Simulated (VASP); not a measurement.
Method: PBEsol GGA, VASP's PBE PAW potentials (set 64) (plane waves; VASP).

VASP input:

File POSCAR:
```
KI
1
    0.0000000000     3.5101212151     3.5101212151
    3.5101212151     0.0000000000     3.5101212151
    3.5101212151     3.5101212151     0.0000000000
K I
1 1
Direct
  0.0000000000   0.0000000000   0.0000000000
  0.5000000000   0.5000000000   0.5000000000
```

File KPOINTS:
```
Automatic
0
Gamma
  7 7 7
```

**INCAR**
```
! general
SYSTEM  = KI
PREC    = Accurate
ENCUT   = 400   ! plane-wave cut-off (eV)
LREAL   = .FALSE.   ! projection in real space or not
LASPH   = .TRUE.   ! aspherical one-centre terms

! electronic loop
EDIFF   = 1E-7   ! SCF stop (eV)
NELM    = 100
ALGO    = Normal
LMAXMIX = 4   ! l cut-off of mixed one-centre charges

! smearing
ISMEAR  = -5

! functional
GGA     = PS

! ions
ISIF    = 2

! output
LWAVE   = .FALSE.
LCHARG  = .TRUE.
LORBIT  = 11   ! lm-projected
NEDOS   = 601   ! DOS grid
```

POTCAR, in this order: K_sv I (PBE.64 set). Program: vasp_std.

Problem. What will the output report for the number of irreducible k-points (NKPTS), number of bands (NBANDS), largest plane-wave count, number of space-group operations, FFT grid (NGX, NGY, NGZ)?

Solution. 
| Property | Result |
|---|---|
| number of irreducible k-points (NKPTS) | 20 |
| number of bands (NBANDS) | 12 |
| largest plane-wave count | 1592 |
| number of space-group operations | 48 |
| FFT grid (NGX, NGY, NGZ) | 32 × 32 × 32 |

The compound is KI in the rock salt structure. It was relaxed first.
